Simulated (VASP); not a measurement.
Calculation: MS2 meta-GGA, VASP's PBE PAW potentials (set 64) (plane waves; VASP).

VASP input:

POSCAR:
```
ZrB2
7.1084250
  0.2214436380  -0.3835516967   0.0000000000
  0.2214436380   0.3835516967   0.0000000000
  0.0000000000   0.0000000000   0.4999999971
Zr B
1 2
Cartesian
  0.0000000000   0.0000000000   0.0000000000
  0.2214436380   0.1278508213   0.2499999985
  0.2214436380  -0.1278508213   0.2499999985
```

KPOINTS_OPT:
```
k-points along high-symmetry lines
6
Line-mode
Reciprocal
  0.000000   0.000000   0.000000 ! GAMMA
 -0.000000   0.500000   0.000000 ! M

 -0.000000   0.500000   0.000000 ! M
 -0.333333   0.666667   0.000000 ! K

 -0.333333   0.666667   0.000000 ! K
  0.000000   0.000000   0.000000 ! GAMMA

  0.000000   0.000000   0.000000 ! GAMMA
  0.000000   0.000000   0.500000 ! A

  0.000000   0.000000   0.500000 ! A
 -0.000000   0.500000   0.500000 ! L

 -0.000000   0.500000   0.500000 ! L
 -0.333333   0.666667   0.500000 ! H

 -0.333333   0.666667   0.500000 ! H
  0.000000   0.000000   0.500000 ! A

 -0.000000   0.500000   0.500000 ! L
 -0.000000   0.500000   0.000000 ! M

 -0.333333   0.666667   0.500000 ! H
 -0.333333   0.666667   0.000000 ! K
```

### INCAR
```
# general
SYSTEM  = ZrB2
PREC    = Accurate
ENCUT   = 520
LREAL   = F   # projection in real space or not
LASPH   = T   # aspherical one-centre terms

# electronic loop
EDIFF   = 1E-7
NELM    = 100   # most electronic steps
ALGO    = Normal
LMAXMIX = 4   # l cut-off of mixed one-centre charges
LMIXTAU = T

# smearing
ISMEAR  = -5

# functional
METAGGA = MS2

# ions
ISIF    = 2   # forces and stress, cell fixed

# output
LWAVE   = F
LCHARG  = F
LORBIT  = 11   # lm-projected
NEDOS   = 601

# other
LEFG    = T
```

File KPOINTS:
```
kpoints
0
G
 13 13 10
0 0 0
```

POTCAR, in this order: Zr_sv B (PBE.64 set). Program: vasp_std.

The resulting files:

**OUTCAR**
```
 ion  position               nearest neighbor table
   1  0.000  0.000  0.000-   2 2.54   3 2.54   2 2.54   3 2.54   3 2.54   3 2.54   2 2.54   2 2.54
                             3 2.54   3 2.54   2 2.54   2 2.54
   2  0.333  0.667  0.500-   3 1.82   3 1.82   3 1.82   1 2.54   1 2.54   1 2.54   1 2.54   1 2.54
                             1 2.54
   3  0.667  0.333  0.500-   2 1.82   2 1.82   2 1.82   1 2.54   1 2.54   1 2.54   1 2.54   1 2.54
                             1 2.54
  LATTYP: Found a hexagonal cell.
 ALAT       =     3.1482313831
 C/A-ratio  =     1.1289552916
 Subroutine PRICEL returns:
 Original cell was already a primitive cell.
 Subroutine GETGRP returns: Found 24 space group operations
The static configuration has the point symmetry D_6h.
The dynamic configuration has the point symmetry D_6h.
 Subroutine INISYM returns: Found 24 space group operations
 Subroutine IBZKPT returns following result:
 Found    126 irreducible k-points:

 Following reciprocal coordinates:
            Coordinates               Weight
  0.000000  0.000000  0.000000      1.000000
  0.076923  0.000000  0.000000      6.000000
  0.153846 -0.000000  0.000000      6.000000
  0.230769  0.000000  0.000000      6.000000
  0.307692 -0.000000  0.000000      6.000000
  0.384615  0.000000  0.000000      6.000000
  0.461538  0.000000  0.000000      6.000000
  0.076923  0.076923  0.000000      6.000000
  0.153846  0.076923  0.000000     12.000000
  0.230769  0.076923  0.000000     12.000000
  0.307692  0.076923  0.000000     12.000000
  0.384615  0.076923  0.000000     12.000000
  0.461538  0.076923  0.000000      6.000000
  0.153846  0.153846  0.000000      6.000000
  0.230769  0.153846  0.000000     12.000000
  0.307692  0.153846  0.000000     12.000000
  0.384615  0.153846  0.000000     12.000000
  0.230769  0.230769  0.000000      6.000000
  0.307692  0.230769  0.000000     12.000000
  0.384615  0.230769  0.000000      6.000000
  0.307692  0.307692  0.000000      6.000000
  0.000000  0.000000  0.100000      2.000000
  0.076923  0.000000  0.100000     12.000000
  0.153846 -0.000000  0.100000     12.000000
  0.230769  0.000000  0.100000     12.000000
  0.307692 -0.000000  0.100000     12.000000
  0.384615  0.000000  0.100000     12.000000
  0.461538  0.000000  0.100000     12.000000
  0.076923  0.076923  0.100000     12.000000
  0.153846  0.076923  0.100000     24.000000
  0.230769  0.076923  0.100000     24.000000
  0.307692  0.076923  0.100000     24.000000
  0.384615  0.076923  0.100000     24.000000
  0.461538  0.076923  0.100000     12.000000
  0.153846  0.153846  0.100000     12.000000
  0.230769  0.153846  0.100000     24.000000
  0.307692  0.153846  0.100000     24.000000
  0.384615  0.153846  0.100000     24.000000
  0.230769  0.230769  0.100000     12.000000
  0.307692  0.230769  0.100000     24.000000
   k-points           NKPTS =    126   k-points in BZ     NKDIM =    126   number of bands    NBANDS=     13
   number of dos      NEDOS =    601   number of ions     NIONS =      3
   total plane-waves  NPLWV =  16128
   dimension x,y,z NGX =    24 NGY =   24 NGZ =   28
   dimension x,y,z NGXF=    48 NGYF=   48 NGZF=   56
   ions per type =               1   2
   PREC   = accura    normal or accurate (medium, high low for compatibility)
   ISTART =      0    job   : 0-new  1-cont  2-samecut
   ICHARG =      2    charge: 1-file 2-atom 10-const
   ISPIN  =      1    spin polarized calculation?
   LNONCOLLINEAR =      F non collinear calculations
   LSORBIT =      F    spin-orbit coupling
   INIWAV =      1    electr: 0-lowe 1-rand  2-diag
   ENCUT  =  520.0 eV  38.22 Ry    6.18 a.u.   5.85  5.85  6.61*2*pi/ulx,y,z
...
```

File OSZICAR:
```
       N       E                     dE             d eps       ncg     rms          rms(c)
DAV:   1     0.816700144433E+02    0.81670E+02   -0.94801E+03  3276   0.133E+03
DAV:   2    -0.526103515480E+02   -0.13428E+03   -0.13017E+03  3904   0.339E+02
DAV:   3    -0.644865576307E+02   -0.11876E+02   -0.11185E+02  5866   0.712E+01
DAV:   4    -0.649527110604E+02   -0.46615E+00   -0.42048E+00  3705   0.131E+01
DAV:   5    -0.649666075091E+02   -0.13896E-01   -0.13670E-01  4689   0.192E+00    0.572E+01
DAV:   6    -0.337603072806E+02    0.31206E+02   -0.29903E+02  3656   0.836E+01    0.292E+01
DAV:   7    -0.314802390571E+02    0.22801E+01   -0.21021E+01  4281   0.470E+01    0.176E+01
DAV:   8    -0.330295271006E+02   -0.15493E+01   -0.82260E+00  3971   0.318E+01    0.138E+01
DAV:   9    -0.248634389166E+02    0.81661E+01   -0.79111E+00  4866   0.263E+01    0.298E+00
DAV:  10    -0.244413928592E+02    0.42205E+00   -0.39408E+00  4088   0.224E+01    0.136E+00
DAV:  11    -0.280489064379E+02   -0.36075E+01   -0.83475E+00  4996   0.261E+01    0.358E+00
DAV:  12    -0.281651275386E+02   -0.11622E+00   -0.17622E-01  4789   0.288E+00    0.383E+00
DAV:  13    -0.280967306593E+02    0.68397E-01   -0.51570E-02  3510   0.300E+00    0.205E+00
DAV:  14    -0.280909202533E+02    0.58104E-02   -0.20915E-01  4182   0.290E+00    0.903E-01
DAV:  15    -0.280718028998E+02    0.19117E-01   -0.10646E-01  5137   0.174E+00    0.513E-01
DAV:  16    -0.280778211659E+02   -0.60183E-02   -0.52030E-03  4577   0.756E-01    0.246E-01
DAV:  17    -0.280790064265E+02   -0.11853E-02   -0.19072E-03  3566   0.542E-01    0.128E-01
DAV:  18    -0.280792535649E+02   -0.24714E-03   -0.14568E-04  4430   0.141E-01    0.953E-02
DAV:  19    -0.280796932148E+02   -0.43965E-03   -0.79964E-04  3366   0.417E-01    0.130E-01
DAV:  20    -0.280795344132E+02    0.15880E-03   -0.59152E-05  3965   0.102E-01    0.914E-02
DAV:  21    -0.280795215583E+02    0.12855E-04   -0.23108E-05  4888   0.497E-02    0.863E-02
DAV:  22    -0.280794201419E+02    0.10142E-03   -0.87442E-05  4490   0.823E-02    0.254E-02
DAV:  23    -0.280794081010E+02    0.12041E-04   -0.34939E-06  3436   0.240E-02    0.183E-02
DAV:  24    -0.280794148886E+02   -0.67876E-05   -0.82028E-06  4986   0.220E-02    0.535E-03
DAV:  25    -0.280793999395E+02    0.14949E-04   -0.68169E-07  3630   0.976E-03    0.100E-03
DAV:  26    -0.280794042417E+02   -0.43022E-05   -0.14554E-07  2713   0.280E-03    0.170E-03
DAV:  27    -0.280794031188E+02    0.11228E-05   -0.19857E-08  1738   0.131E-03    0.134E-03
DAV:  28    -0.280794042144E+02   -0.10956E-05   -0.88158E-09  1743   0.115E-03    0.873E-04
DAV:  29    -0.280794043962E+02   -0.18182E-06   -0.29961E-09  1718   0.569E-04    0.555E-04
DAV:  30    -0.280794044471E+02   -0.50843E-07   -0.95019E-10  1733   0.234E-04
   1 F= -.28079404E+02 E0= -.28079404E+02  d E =0.000000E+00
       N       E                     dE             ncg
```

**OUTCAR**
```
------------------------ aborting loop because EDIFF is reached ----------------------------------------
  FORCE on cell =-STRESS in cart. coord.  units (eV):
  Direction    XX          YY          ZZ          XY          YZ          ZX
  --------------------------------------------------------------------------------------
  Total        0.0060700      0.0060700     -0.0276581      0.0000000     -0.0000000      0.0000000
  in kB        0.3187793      0.3187794     -1.4525310      0.0000000     -0.0000000      0.0000000
  external PRESSURE =      -0.2716574 kB  Pullay stress =       0.0000000 kB
  volume of cell :       30.51
      direct lattice vectors                 reciprocal lattice vectors
     1.574115492 -2.726448470  0.000000000     0.317638701 -0.183388759  0.000000000
     1.574115492  2.726448470  0.000000000     0.317638701  0.183388759  0.000000000
     0.000000000  0.000000000  3.554212479     0.000000000  0.000000000  0.281356280
 POSITION                                       TOTAL-FORCE (eV/Angst)
 -----------------------------------------------------------------------------------
      0.00000      0.00000      0.00000         0.000000     -0.000000      0.000000
      1.57412      0.90882      1.77711        -0.000000      0.000000      0.000000
      1.57412     -0.90882      1.77711         0.000000     -0.000000     -0.000000
 -----------------------------------------------------------------------------------
    total drift:                                0.000000     -0.000000      0.000000
  FREE ENERGIE OF THE ION-ELECTRON SYSTEM (eV)
  ---------------------------------------------------
  free  energy   TOTEN  =       -28.0794044471 eV

  energy  without entropy=      -28.0794044471  energy(sigma->0) =      -28.07940445

 total charge

# of ion       s       p       d       tot
------------------------------------------
    1        2.156   6.027   1.743   9.926
    2        0.672   1.253   0.000   1.926
    3        0.672   1.253   0.000   1.926
--------------------------------------------------
tot          3.500   8.534   1.743  13.777

 Electric field gradients after diagonalization (V/A^2)
 (convention: |V_zz| > |V_xx| > |V_yy|)
----------------------------------------------------------------------
 ion       V_xx      V_yy      V_zz     asymmetry (V_yy - V_xx)/ V_zz
----------------------------------------------------------------------
   1     -24.137   -24.134    48.271       0.000
   2      -2.129    -2.129     4.258       0.000
   3      -2.129    -2.129     4.258       0.000
```
(Selected blocks of OUTCAR.)

For a metal the tetrahedron method with Blöchl corrections gives inexact stress and forces.

The compound is ZrB2 in the AlB2 type structure. It was relaxed first.
